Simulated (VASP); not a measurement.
Level of theory: revTPSS meta-GGA, VASP's PBE PAW potentials (set 64) (plane waves; VASP).

VASP input:

### INCAR
```
# general
SYSTEM  = GaN
PREC    = Accurate
ENCUT   = 520
LREAL   = .False.
LASPH   = .True.

# electronic loop
EDIFF   = 1E-7
NELM    = 100   # most electronic steps
ALGO    = Normal
LMAXMIX = 4   # l cut-off of mixed one-centre charges
LMIXTAU = .True.

# smearing
ISMEAR  = 0   # Gaussian
SIGMA   = 0.05

# functional
METAGGA = RTPSS

# ions
IBRION  = 2   # conjugate gradients
NSW     = 30   # most ionic steps
ISIF    = 4   # ions and shape, fixed volume
EDIFFG  = -0.01   # ionic stop

# output
LWAVE   = .False.
LCHARG  = .False.
```

**KPOINTS**
```
Automatic mesh
0
Gamma
8 8 4
0 0 0
```

### POSCAR
```
GaN
1
    1.6152961113    -2.7977748953     0.0000000000
    1.6152961113     2.7977748953     0.0000000000
    0.0000000000     0.0000000000     5.2568259897
Ga N
2 2
Direct
  0.6666670000   0.3333330000   0.5000812930
  0.3333330000   0.6666670000   0.0000812930
  0.6666670000   0.3333330000   0.8769187070
  0.3333330000   0.6666670000   0.3769187070
```

POTCAR, in this order: Ga_d N (PBE.64 set). Program: vasp_std.

The resulting files:

OSZICAR:
```
       N       E                     dE             d eps       ncg     rms          rms(c)
DAV:   1     0.291813054955E+03    0.29181E+03   -0.18901E+04  1328   0.309E+03
DAV:   2     0.241556288174E+02   -0.26766E+03   -0.26069E+03  1412   0.549E+02
DAV:   3    -0.127979393807E+02   -0.36954E+02   -0.36128E+02  1578   0.170E+02
DAV:   4    -0.143351636558E+02   -0.15372E+01   -0.15330E+01  1814   0.368E+01
DAV:   5    -0.143555640404E+02   -0.20400E-01   -0.20388E-01  1590   0.394E+00    0.929E+00
DAV:   6    -0.167032461257E+02   -0.23477E+01   -0.11668E+01  2180   0.513E+01    0.447E+00
DAV:   7    -0.153882736177E+02    0.13150E+01   -0.23036E+00  2026   0.223E+01    0.167E+00
DAV:   8    -0.154094749879E+02   -0.21201E-01   -0.13335E+00  1572   0.924E+00    0.124E+00
DAV:   9    -0.147154250630E+02    0.69405E+00   -0.73367E-01  1332   0.820E+00    0.320E-01
DAV:  10    -0.154075860280E+02   -0.69216E+00   -0.55450E-01  1348   0.764E+00    0.389E-01
DAV:  11    -0.155603017432E+02   -0.15272E+00   -0.11485E-01  1364   0.401E+00    0.900E-02
DAV:  12    -0.155972456226E+02   -0.36944E-01   -0.95516E-03  1494   0.112E+00    0.477E-02
DAV:  13    -0.155993167760E+02   -0.20712E-02   -0.34955E-03  1690   0.795E-01    0.327E-02
DAV:  14    -0.155993172140E+02   -0.43799E-06   -0.13871E-03  1616   0.672E-01    0.294E-02
DAV:  15    -0.155996426984E+02   -0.32548E-03   -0.50216E-04  1774   0.224E-01    0.575E-03
DAV:  16    -0.155997099240E+02   -0.67226E-04   -0.51018E-05  1698   0.567E-02    0.861E-03
DAV:  17    -0.155997159473E+02   -0.60233E-05   -0.28457E-06  1514   0.173E-02    0.633E-03
DAV:  18    -0.155997183889E+02   -0.24416E-05   -0.52725E-06  1566   0.181E-02    0.123E-03
DAV:  19    -0.155997180538E+02    0.33514E-06   -0.18052E-07  1244   0.500E-03    0.565E-04
DAV:  20    -0.155997179441E+02    0.10971E-06   -0.14113E-07  1110   0.284E-03    0.270E-04
DAV:  21    -0.155997179142E+02    0.29860E-07   -0.17315E-08   732   0.214E-03
   1 F= -.15599718E+02 E0= -.15599718E+02  d E =-.155997E+02
```

### OUTCAR
```
------------------------ aborting loop because EDIFF is reached ----------------------------------------
  FORCE on cell =-STRESS in cart. coord.  units (eV):
  Direction    XX          YY          ZZ          XY          YZ          ZX
  --------------------------------------------------------------------------------------
  Total       -1.5685118     -1.5685118     -1.5586339      0.0000000      0.0000000      0.0000000
  in kB      -52.8907669    -52.8907655    -52.5576816      0.0000000      0.0000000      0.0000000
  external PRESSURE =     -52.7797380 kB  Pullay stress =       0.0000000 kB
  volume of cell :       47.51
      direct lattice vectors                 reciprocal lattice vectors
     1.615296111 -2.797774895  0.000000000     0.309540769 -0.178713449  0.000000000
     1.615296111  2.797774895  0.000000000     0.309540769  0.178713449  0.000000000
     0.000000000  0.000000000  5.256825990     0.000000000  0.000000000  0.190228857
  FREE ENERGIE OF THE ION-ELECTRON SYSTEM (eV)
  ---------------------------------------------------
  free  energy   TOTEN  =       -15.5997179142 eV

  energy  without entropy=      -15.5997179142  energy(sigma->0) =      -15.59971791

 reached required accuracy - stopping structural energy minimisation
```
(Selected blocks of OUTCAR.)

The compound is GaN in the wurtzite structure. This cell is one point of a volume scan, at 1.03 of the reference volume.
